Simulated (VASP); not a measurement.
# SiH₃I, self-consistent run: which settings are enough?

SiH₃I, molecule in box, 5 atoms in the cell. R2SCAN; PAW potentials Si, I, H (PBE set). VASP 6.6.1.

Wanted: levels at the zone centre within 0.003 eV.

What the run is for: levels; Accuracy asked: tight.

Levels at the zone centre: counted from the valence top at that point.

POSCAR:
```
SiH3I
1.0
   13.0000000000      0.0000000000      0.0000000000
    0.0000000000     12.0000000000      0.0000000000
    0.0000000000      0.0000000000     12.0000000000
Si I H
1 1 3
Direct
    0.4589038500      0.4857041700      0.5032458300
    0.6183884600      0.4029875000      0.5711708300
    0.3836115400      0.4873458300      0.5958458300
    0.4200038500      0.4169541700      0.4098208300
    0.4811423100      0.6005125000      0.4649125000
```

The series start from Plane-wave cutoff (eV): 320; Precision mode (PREC): Accurate; Electronic threshold (eV): 1e-6; Projection operators (LREAL): Auto, ROPT -0.00025; Density mixing: defaults. Each series keeps the choices made before it, and each single choice may use up half of a tolerance.

## Plane-wave cutoff (eV)

| Plane-wave cutoff (eV) | Levels at the zone centre, largest deviation (eV) | SCF iterations | Time (s) |
|---|---|---|---|
| 250 | 0.0147 | 39 | 111 |
| 290 | 0.0083 | 47 | 182 |
| 320 | 0.0036 | 36 | 136 |
| 380 | 0.0038 | 43 | 246 |
| 450 | 0.0014 | 41 | 264 |
| 560 (reference) | 0.0000 | 44 | 390 |

Chosen: 450, the loosest value from which every tighter one stays within half of the tolerance.

## Precision mode (PREC)

| Precision mode (PREC) | Levels at the zone centre, largest deviation (eV) | SCF iterations | Time (s) |
|---|---|---|---|
| SingleN | 0.0290 | 63 | 95 |
| Normal | 0.0055 | 36 | 99 |
| Single | 0.0148 | 39 | 114 |
| Accurate (reference) | 0.0000 | 41 | 264 |

Chosen: Accurate; the one before it in the list is off by more than half of the tolerance.

## Electronic threshold (eV)

| Electronic threshold (eV) | Levels at the zone centre, largest deviation (eV) | SCF iterations | Time (s) |
|---|---|---|---|
| 0.001 | 0.0075 | 24 | 153 |
| 0.0001 | 0.0012 | 33 | 204 |
| 1e-5 | 0.0012 | 33 | 216 |
| 1e-6 | 0.0002 | 41 | 264 |
| 1e-7 (reference) | 0.0000 | 42 | 260 |

Chosen: 0.0001.

## Projection operators (LREAL)

| Projection operators (LREAL) | Levels at the zone centre, largest deviation (eV) | SCF iterations | Time (s) |
|---|---|---|---|
| Auto, ROPT -0.005 | 0.0066 | 31 | 189 |
| Auto, ROPT -0.002 | 0.0066 | 31 | 186 |
| Auto, ROPT -0.001 | 0.0005 | 33 | 195 |
| Auto, ROPT -0.0005 | 0.0004 | 33 | 201 |
| Auto, ROPT -0.00025 | 0.0000 | 33 | 204 |
| Auto, ROPT -0.0001 | 0.0000 | 33 | 185 |
| False (reference) | 0.0000 | 33 | 179 |

Chosen: Auto, ROPT -0.001.

## All choices together

| Input | Levels at the zone centre, largest deviation (eV) | Time (s) |
|---|---|---|
| the program's defaults (naive) | 0.0151 | 17 |
| chosen settings | 0.0012 | 195 |
| reference settings throughout | 0.0000 | 416 |

The tolerance is met.

Values of the reference run: Levels at the zone centre: -0.0002, 0, 5.564 eV from the valence top at Gamma.

## The input

INCAR:
```
METAGGA  = R2SCAN         # meta-GGA
ISMEAR   = 0              # smearing method
SIGMA    = 0.03           # smearing width, eV
LWAVE    = F              # write WAVECAR
LCHARG   = F              # write CHGCAR
ISIF     = 0              # what is computed and relaxed
PREC     = Accurate       # precision mode
LASPH    = T              # aspherical terms in the spheres
LREAL    = Auto         
ALGO     = Normal         # electronic algorithm
EDIFF    = 1E-4           # SCF threshold, eV
NELM     = 120            # most SCF steps
GGA_COMPAT= F            
ENCUT    = 450            # plane-wave cutoff, eV
EFERMI   = MIDGAP       
NELMDL   = -8           
LMIXTAU  = T            
ROPT     = -0.001 -0.001 -0.001
```

KPOINTS:
```
k-points
0
Gamma
  1 1 1
```

Commands:
```
cat potpaw_PBE.64/Si/POTCAR potpaw_PBE.64/I/POTCAR potpaw_PBE.64/H/POTCAR > POTCAR
mpirun -np 1 vasp_gam > vasp.out
```

The chosen input took VASP 6.6.1 195 s on 1 core (Intel Xeon 6975P-C (Granite Rapids)), a shared host.

## An input that fails: smearing far too wide

It runs to its end, but against the unchanged starting input it is off by 0.0573 eV in the levels at the zone centre.

Changes against the starting input:
```
- ISMEAR = 0
- SIGMA = 0.03
- NELM = 120
+ ISMEAR = 1
+ SIGMA = 2.0
+ NELM = 97
```
